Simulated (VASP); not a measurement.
Computed with PBE GGA, VASP's PBE PAW potentials (set 64) (plane waves; VASP 6.6.1).

The input files of a VASP run:

### POSCAR
```
Zn
1.0
  1.2681905059  -2.1965718615   0.0000000000
  1.2681905059   2.1965718615   0.0000000000
  0.0000000000   0.0000000000   4.2899411758
Zn
2
Cart
  1.2681905059   0.7321920849   1.0724852940
  1.2681905059  -0.7321920849   3.2174558819
```

### INCAR
```
ALGO  =  Normal
EDIFF  =  1E-6
EDIFFG  =  -0.02
ENCUT  =  500
GGA  =  PE
IBRION  =  2
ISIF  =  3
ISMEAR  =  1
LASPH  =  .TRUE.
LCHARG  =  .FALSE.
LMAXMIX  =  4
LREAL  =  .FALSE.
LWAVE  =  .FALSE.
NELM  =  100
NSW  =  40
PREC  =  Accurate
PSTRESS  =  450
SIGMA  =  0.1
SYSTEM  =  Zn
```

### KPOINTS
```
Automatic
0
gamma
16 16 9
0 0 0
```

POTCAR, in this order: Zn (PBE.64 set). Program: vasp_std.

Energy and stress use the plane-wave basis of the starting cell.

**Question.** What does the run give for the energy per atom (σ→0), volume per atom, band gap (on the k-mesh)?

**Answer.** 
The energy per atom (σ→0) comes out as -0.692 eV/atom and the band gap (on the k-mesh) is none (metal, semimetal or under 0.01 eV). The volume per atom is 11.19 Å³/atom.

OSZICAR:
```
...
  16 F= 0.48996294E+01 E0= 0.48995963E+01  d E =-.219347E-03
       N       E                     dE             d eps       ncg     rms          rms(c)
DAV:   1    -0.138488580889E+01   -0.34665E-02   -0.47162E-03  5672   0.902E-01    0.110E-01
DAV:   2    -0.138469982584E+01    0.18598E-03   -0.38852E-04  6072   0.477E-01    0.565E-02
DAV:   3    -0.138463804091E+01    0.61785E-04   -0.34587E-05  6712   0.116E-01    0.233E-02
DAV:   4    -0.138462663156E+01    0.11409E-04   -0.13592E-05  6864   0.704E-02    0.373E-03
DAV:   5    -0.138462690404E+01   -0.27249E-06   -0.19485E-06  3056   0.201E-02
  17 F= 0.48995763E+01 E0= 0.48995400E+01  d E =-.530463E-04
```

The compound is Zn in the hcp structure. This run relaxes it under an external pressure of 45 GPa. Symmetry was kept, so distortions that lower it aren't found.
